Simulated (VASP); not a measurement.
# TiO2 (Rutile): time-dependent DFT spectra, part 3 of 4

Aim: the absorption of TiO2 (Rutile) from time-dependent DFT with and without exact exchange. The cell is of the rutile type, one of the forms listed for this formula. The start is a cell from a database of measured crystal structures.

VASP 6.6.1, plane waves and PAW; the level of theory is named at each step.

Still holding for the runs below: This run has no spin polarisation, although Ti can carry a moment.

So far, lowest excitation (eV): step 4 (casida equation on LDA, time-dependent LDA, Casida form) 1.78; step 5 (random-phase approximation on LDA, RPA spectrum on LDA) 1.78.

### Step 7. Ground state at HSE06

This step: HSE06, no spin polarisation; plane waves and PAW (Ti_sv, O) (VASP 6.6.1).

Many-body steps start from the orbitals of a self-consistent run, here HSE06. A small SIGMA keeps every occupation at zero or full.

The input, INCAR:

```
SYSTEM = TiO2
PREC = Accurate
ENCUT = 420
EDIFF = 1E-08
NELM = 100
ISMEAR = 0
SIGMA = 0.01
LREAL = .FALSE.
ALGO = Normal
LHFCALC = .TRUE.
AEXX = 0.25
GGA = PE
HFSCREEN = 0.2
LASPH = .TRUE.
NBANDS = 30
PRECFOCK = Fast
LORBIT = 11
LWAVE = .TRUE.
LCHARG = .FALSE.
KPAR = 8
```

The input, POSCAR:

```
TiO2
1.0
    4.5922000000      0.0000000000      0.0000000000
    0.0000000000      4.5922000000      0.0000000000
    0.0000000000      0.0000000000      2.9574000000
Ti O
2 4
Direct
    0.5000000000      0.5000000000      0.5000000000
    0.0000000000      0.0000000000      0.0000000000
    0.8049600000      0.1950400000      0.5000000000
    0.6950400000      0.6950400000      0.0000000000
    0.1950400000      0.8049600000      0.5000000000
    0.3049600000      0.3049600000      0.0000000000
```

The input, KPOINTS:

```
Automatic mesh
0
Gamma
4 4 6
0 0 0
```

PAW data sets: Ti_sv and O (PBE family, release 64).

The WAVECAR or CHGCAR of an earlier step is read.

Started as:

```bash
mpirun -np 8 vasp_std
```

What it wrote:

```text
[banner, memory and clock lines left out]
running    8 mpi-ranks, on    1 nodes
 distrk:  each k-point on    1 cores,    8 groups
 distr:  one band on    1 cores,    1 groups

 POSCAR found type information on POSCAR TiO
 POSCAR found :  2 types and       6 ions
 [... a notice as in an earlier step ...]

 LDA part: xc-table for (Slater+PW92), standard interpolation
 found WAVECAR, reading the header
 POSCAR, INCAR and KPOINTS ok, starting setup
 FFT: planning ... GRIDC
 FFT: planning ... GRID_SOFT
 FFT: planning ... GRID
 reading WAVECAR
 the WAVECAR file was read successfully
 initial charge from wavefunction
 entering main loop
       N       E                     dE             d eps       ncg     rms          rms(c)
DAV:   1    -0.668286799410E+02   -0.66829E+02   -0.45187E+00  1440   0.187E+01    0.452E+00
DAV:   2    -0.664035091344E+02    0.42517E+00   -0.11526E+00  1860   0.136E+01    0.105E+00
DAV:   3    -0.664705216925E+02   -0.67013E-01   -0.43488E-01  1888   0.420E+00    0.148E+00
DAV:   4    -0.664546255354E+02    0.15896E-01   -0.64770E-02  1852   0.308E+00    0.561E-01
DAV:   5    -0.664580148274E+02   -0.33893E-02   -0.18862E-02  1652   0.106E+00    0.301E-01
DAV:   6    -0.664572059996E+02    0.80883E-03   -0.21403E-03  1720   0.573E-01    0.152E-01
DAV:   7    -0.664574131748E+02   -0.20718E-03   -0.94489E-04  1608   0.212E-01    0.116E-01
DAV:   8    -0.664574094293E+02    0.37455E-05   -0.17415E-04  1830   0.171E-01    0.587E-02
DAV:   9    -0.664574324286E+02   -0.22999E-04   -0.56380E-05  1680   0.678E-02    0.321E-02
DAV:  10    -0.664574383979E+02   -0.59694E-05   -0.61703E-06  1870   0.289E-02    0.195E-02
DAV:  11    -0.664574425957E+02   -0.41977E-05   -0.39476E-06  1754   0.139E-02    0.132E-02
DAV:  12    -0.664574444982E+02   -0.19025E-05   -0.92572E-07  1850   0.104E-02    0.804E-03
DAV:  13    -0.664574454763E+02   -0.97809E-06   -0.31066E-07  1678   0.522E-03    0.482E-03
DAV:  14    -0.664574459685E+02   -0.49222E-06   -0.10357E-07  1772   0.230E-03    0.312E-03
DAV:  15    -0.664574462392E+02   -0.27063E-06   -0.40168E-08  1574   0.153E-03    0.199E-03
DAV:  16    -0.664574463895E+02   -0.15033E-06   -0.14033E-08  1154   0.102E-03    0.124E-03
DAV:  17    -0.664574464714E+02   -0.81937E-07   -0.74360E-09   846   0.697E-04    0.773E-04
DAV:  18    -0.664574465209E+02   -0.49497E-07   -0.38045E-09   840   0.512E-04    0.487E-04
DAV:  19    -0.664574465505E+02   -0.29544E-07   -0.26982E-09   822   0.419E-04    0.311E-04
DAV:  20    -0.664574465679E+02   -0.17446E-07   -0.17455E-09   810   0.335E-04    0.202E-04
DAV:  21    -0.664574465778E+02   -0.98989E-08   -0.10650E-09   804   0.258E-04
   1 F= -.66457447E+02 E0= -.66457447E+02  d E =0.000000E+00
 writing wavefunctions
```

The job ended after 9.4 min (8 MPI ranks of Intel Xeon 6975P-C (Granite Rapids), shared host; peak memory 2.2 GiB; 75 min of CPU time).

From OUTCAR (step 7):

```text
   k-points           NKPTS =     24   k-points in BZ     NKDIM =     96   number of bands    NBANDS=     30

   NELECT =      48.0000    total number of electrons

  exchange ACFDT corr.  =         0.00000000  see jH, gK, PRB 81, 115126

 E-fermi :   4.0948

 k-point     1 :       0.0000    0.0000    0.0000
  band No.  band energies     occupation
    ...
     20       1.6818      2.00000
     21       3.1407      2.00000
     22       3.4591      2.00000
     23       3.4591      2.00000
     24       3.8930      2.00000
     25       7.2836      0.00000
     26       7.6142      0.00000
     27       7.8867      0.00000
     28       7.9745      0.00000
     29       7.9745      0.00000
    ...

 POSITION                                       TOTAL-FORCE (eV/Angst)
 -----------------------------------------------------------------------------------
      2.29610      2.29610      1.47870         0.000000      0.000000      0.000000
      0.00000      0.00000      0.00000         0.000000      0.000000      0.000000
      3.69654      0.89566      1.47870         0.044967     -0.044967      0.000000
      3.19176      3.19176      0.00000        -0.044967     -0.044967      0.000000
      0.89566      3.69654      1.47870        -0.044967      0.044967      0.000000
      1.40044      1.40044      0.00000         0.044967      0.044967      0.000000
 -----------------------------------------------------------------------------------
    total drift:                                0.000001      0.000001     -0.000000

  FREE ENERGIE OF THE ION-ELECTRON SYSTEM (eV)
  ---------------------------------------------------
  free  energy   TOTEN  =       -66.4574465778 eV

  energy  without entropy=      -66.4574465778  energy(sigma->0) =      -66.45744658

[... 8 parts as in an earlier step ...]

[... 8 further parts left out ...]
```

The PAW data sets were made with PBE, which is usual practice but a small mismatch for other functionals.

This step gave:

| Quantity | Value |
| --- | --- |
| free energy (TOTEN) | -66.4574 eV |
| Fermi energy | 4.095 eV |
| gap on the k-mesh | 3.391 eV |
| least direct gap on the k-mesh | 3.391 eV |

### Step 8. Empty bands, functional HSE06

ALGO = Exact diagonalises the converged Hamiltonian in one step, and LOPTICS writes the k-derivatives of the orbitals (WAVEDER), which give the transition dipoles.

The input, INCAR:

```
SYSTEM = TiO2
PREC = Accurate
ENCUT = 420
ISMEAR = 0
SIGMA = 0.01
LREAL = .FALSE.
LHFCALC = .TRUE.
AEXX = 0.25
GGA = PE
HFSCREEN = 0.2
LASPH = .TRUE.
NBANDS = 40
PRECFOCK = Fast
ALGO = Exact
NELM = 1
LWAVE = .TRUE.
LCHARG = .FALSE.
LOPTICS = .TRUE.
NEDOS = 1000
CSHIFT = 0.1
```

POSCAR is that of step 7.

KPOINTS is that of step 7.

The WAVECAR or CHGCAR of an earlier step is read.

Started as:

```bash
mpirun -np 8 vasp_std
```

What it wrote:

```text
[banner, memory and clock lines left out]
running    8 mpi-ranks, on    1 nodes
[...]
[... a notice as in an earlier step ...]

 LDA part: xc-table for (Slater+PW92), standard interpolation
 found WAVECAR, reading the header
  number of bands has changed, file:    30 present:    40
  trying to continue reading WAVECAR, but it might fail
 POSCAR, INCAR and KPOINTS ok, starting setup
[...]
reading WAVECAR
 random initialization beyond band           30
 the WAVECAR file was read successfully
 initial charge from wavefunction
 entering main loop
       N       E                     dE             d eps       ncg     rms          rms(c)
DIA:   1    -0.664574465975E+02   -0.66457E+02    0.00000E+00     0   0.000E+00
   1 F= -.66457447E+02 E0= -.66457447E+02  d E =-.271117E-63
 writing wavefunctions
 optical routines
 imaginary and real dielectric function
 recalculating local potential from charge density
 direction            1
 direction            2
 direction            3
```

Wall time 25 min (8 MPI ranks); peak memory 3.4 GiB.

OUTCAR, selected parts (step 8):

```text
 POSITION                                       TOTAL-FORCE (eV/Angst)
 -----------------------------------------------------------------------------------
      2.29610      2.29610      1.47870        -0.000000      0.000000      0.000000
      0.00000      0.00000      0.00000        -0.000000      0.000000      0.000000
      3.69654      0.89566      1.47870         0.044966     -0.044966      0.000000
      3.19176      3.19176      0.00000        -0.044966     -0.044966      0.000000
      0.89566      3.69654      1.47870        -0.044966      0.044966      0.000000
      1.40044      1.40044      0.00000         0.044966      0.044966      0.000000
 -----------------------------------------------------------------------------------
    total drift:                               -0.000001     -0.000002     -0.000000

  FREE ENERGIE OF THE ION-ELECTRON SYSTEM (eV)
  ---------------------------------------------------
  free  energy   TOTEN  =       -66.4574465975 eV

  energy  without entropy=      -66.4574465975  energy(sigma->0) =      -66.45744660

[... 2 parts as in an earlier step ...]

[... 1 further part left out ...]
[key lines of the parts left out:]
E-fermi :   4.0099
```

### Step 9. Casida equation on HSE06

This step: time-dependent HSE06, Casida form, no spin polarisation; plane waves and PAW (Ti_sv, O) (VASP 6.6.1).

The Casida equation, in the Tamm-Dancoff approximation (ANTIRES = 0), couples the pairs by a local exchange-correlation kernel and by exact exchange, which attracts electron and hole.

The input, INCAR:

```
SYSTEM = TiO2
PREC = Accurate
ENCUT = 420
ISMEAR = 0
SIGMA = 0.01
LREAL = .FALSE.
LHFCALC = .TRUE.
AEXX = 0.25
GGA = PE
HFSCREEN = 0.2
LASPH = .TRUE.
NBANDS = 40
PRECFOCK = Fast
ALGO = TDHF
NBANDSO = 4
NBANDSV = 5
OMEGAMAX = 25
NEDOS = 1000
CSHIFT = 0.1
LWAVE = .FALSE.
LCHARG = .FALSE.
ANTIRES = 0
LFXC = .TRUE.
LADDER = .TRUE.
```

POSCAR is that of step 8.

KPOINTS is that of step 8.

The WAVECAR or CHGCAR of an earlier step is read.

Started as:

```bash
mpirun -np 8 vasp_std
```

What it wrote:

```text
[banner, memory and clock lines left out]
 LDA part: xc-table for (Slater+PW92), standard interpolation
 found WAVECAR, reading the header
 POSCAR, INCAR and KPOINTS ok, starting setup
 FFT: planning ... GRIDC
 FFT: planning ... GRID_SOFT
 FFT: planning ... GRID
 reading WAVECAR
 the WAVECAR file was read successfully
 initial charge from wavefunction
 available memory per node:     34.15 GB, setting MAXMEM to     34968

 The Fermi energy was updated, please check that it is located mid-gap
 values below the HOMO (VB) or above the LUMO (CB) will cause erroneous energies
 E-fermi :   5.5883

 the WAVEDER file was read successfully
 responsefunction array rank=     680
 LDA part: xc-table for (Slater+PW92), standard interpolation

 Doing            0  frequencies on each core in blocks of            0
 parallelization over k-points
 Using distributed matrix
 Using distributed eigensolver
 allocating two-electron 4 orbital integral table    4    5    4    5
 BSE setting up matrix
 available memory per node:     34.02 GB, setting MAXMEM to     34833
 Calculate matrix elements of the BSE Hamiltonian:
 Workload is divided into blocks of two-electron 4 orbital integrals computed in
  parallel.
 Each block/integral has dimensions  of (   4,   5,   4,   5) orbitals
 Total number of blocks/integrals:                 4656
 Number of spins:                                     1
 Number of kpoints:                                  96
 Spin channel:                                        1
  Number of blocks of unoccupied bands:               1
  Number of blocks of occupied bands:                 1
 Number of rows/columns of blocks:                   96

                                                        Time (sec)
               Integrals                 Ranks       Real         CPU
  [         1 -        768/      4656]     8         0.50        0.00
  [       769 -       1536/      4656]     8         0.99        0.00
  [      1537 -       2304/      4656]     8         1.48        0.00
  [      2305 -       3072/      4656]     8         1.96        0.00
  [      3073 -       3840/      4656]     8         2.45        0.00
  [      3841 -       4608/      4656]     8         2.94        0.00
  [      4609 -       4656/      4656]     8         3.00        0.00

[... 5 parts as in an earlier step ...]
```

Elapsed: 6 s, on 8 MPI ranks; peak memory 2.2 GiB.

From OUTCAR (step 9):

```text
   NELECT =      48.0000    total number of electrons

 E-fermi :   5.5883

[... 9 parts as in an earlier step ...]

[... 1 further part left out ...]
```

This step gave:

* lowest excitation: 3.316 eV

The imaginary dielectric function has structure finer than the step of the table below, so its rows give means over 1 eV, whole bins alone (the curve runs from 0 to 25 eV). Peaks (eV: height): xx 4.3: 12.1; yy 4.3: 12.2; zz 4.4: 14.8, 5.0: 11.6.

From 4 filled and 5 empty bands alone, without any pair above OMEGAMAX = 25 eV, so strength is missing wherever others contribute; lines are broadened by CSHIFT, which also makes the tail under the first line. The imaginary dielectric function by photon energy; means over each step:

| photon energy (eV) | xx | yy | zz |
| --- | --- | --- | --- |
| 1 | 0.0189 | 0.0189 | 0.0246 |
| 2 | 0.0539 | 0.0539 | 0.0702 |
| 3 | 0.200 | 0.201 | 0.253 |
| 4 | 4.68 | 4.70 | 6.35 |
| 5 | 5.53 | 5.51 | 7.75 |
| 6 | 2.54 | 2.48 | 2.03 |
| 7 | 0.864 | 0.871 | 0.641 |
| 8 | 0.0961 | 0.0957 | 0.0872 |
| 9 | 0.0320 | 0.0318 | 0.0341 |
| 10 | 0.0181 | 0.0180 | 0.0201 |
| 11 | 0.0117 | 0.0116 | 0.0132 |
| 12 | 0.00811 | 0.00808 | 0.00931 |
| 13 | 0.00593 | 0.00588 | 0.00684 |
| 14 | 0.00449 | 0.00446 | 0.00521 |
| 15 | 0.00349 | 0.00349 | 0.00408 |
| 16 | 0.00278 | 0.00276 | 0.00326 |
| 17 | 0.00225 | 0.00224 | 0.00265 |
| 18 | 0.00186 | 0.00185 | 0.00218 |
| 19 | 0.00155 | 0.00154 | 0.00183 |
| 20 | 0.00130 | 0.00130 | 0.00154 |
| 21 | 0.00111 | 0.00111 | 0.00131 |

Some of the lowest 40 states alone, with states under 2.5 meV apart joined, scaled to the strongest line shown. Exciton lines, with heights relative to the strongest:

| position (eV) | lines merged | oscillator strength |
| --- | --- | --- |
| 3.316 | 1 | 0.0 |
| 3.635 | 1 | 0.0 |
| 3.736 | 1 | 0.0 |
| 3.756 | 2 | 5.8 |
| 3.831 | 3 | 3.8 |
| 3.844 | 1 | 0.0 |
| 3.901 | 1 | 0.0 |
| 3.924 | 2 | 0.4 |
| 3.943 | 1 | 0.0 |
| 3.963 | 1 | 10 |
| 3.987 | 2 | 0.0 |
| 3.994 | 1 | 0.0 |
| 4.033 | 1 | 0.0 |
| 4.079 | 1 | 8.5 |
| 4.093 | 3 | 2.6 |
| 4.128 | 1 | 0.0 |
| 4.139 | 1 | 0.0 |
| 4.192 | 1 | 26 |
| 4.205 | 1 | 0.0 |
| 4.223 | 3 | 100 |
| 4.238 | 2 | 0.0 |
| 4.282 | 2 | 0.2 |
| 4.317 | 2 | 0.0 |

The lowest excitation lies at 3.316 eV, -74 meV against the direct gap of these orbitals, a distance that this coarse mesh makes far too large. It is dark; the first state with over 2 % of the strongest strength among the lowest 40 lies at 3.756 eV. Peak heights aren't converged with the mesh, least of all at the onset.

[end of part 3 of 4]

[Lines on the potential files, build, host, timing and source positions are cut from VASP's logs without a mark.]

[Logs are printed without paths, hosts, clocks, repeated set-up lines and the standing remarks that a program may print on its own settings, such as how far it seeks lower states.]

[Hosts, paths, dates, database ids (printed as entryN), source tags and the programs' standing remarks are cut or masked in the printed files.]

[Pressures printed for these runs are not shown converged in the cutoff: they can be off by several GPa and have the wrong sign.]
